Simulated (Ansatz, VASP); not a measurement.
# Ga2GeO3 in VASP and in Ansatz

```
Ga Ge O
1.0
     2.19935   -4.49350    0.00000
     2.19935    4.49350    0.00000
     0.00000    0.00000    4.37610
Ga Ge O
2 1 3
Direct
  0.63091 0.36909 0.50000
  0.36909 0.63091 0.50000
  0.00000 0.00000 0.00000
  0.16087 0.83913 0.50000
  0.83913 0.16087 0.50000
  0.50000 0.50000 0.00000
```

Change from the starting cell: species swapped into the Li2CeO3 type (Cmmm, No. 65).

Alike in both runs: functional PBE; k mesh 4 × 4 × 6; occupations gaussian, width 0.1 eV; no spin polarisation.

Ansatz relaxed the structure, and its values are those at the end. VASP's run is a single point on that final structure, the one shown.

|  | VASP | Ansatz |
| --- | --- | --- |
| version | VASP 6.6.1 | Ansatz 0.2.0 |
| potentials or method | VASP PAW PBE potentials, release 64 (Ga_d, Ge_d, O) | scalar-relativistic, plane waves, PAW |
| plane-wave cutoff (eV) | 520 | 420 |
| valence electrons in the cell | 58 | 58 |

Ansatz gave:

* gap on the k mesh at the Fermi level (eV): none
* pressure (GPa): -0.1
* rms of the force components (eV/Å): 0.005

Which values does VASP return?

gap on the k mesh at the Fermi level (eV): none; pressure (GPa): 0.1; rms of the force components (eV/Å): 0.021.

A gap of «none» marks a metal or a gap that the smearing closes. With one functional, cell and mesh, what is left measures potentials, basis and numerics.

Caveats: the k mesh is coarse (spacing up to 0.40 Å⁻¹), so the values aren't converged.
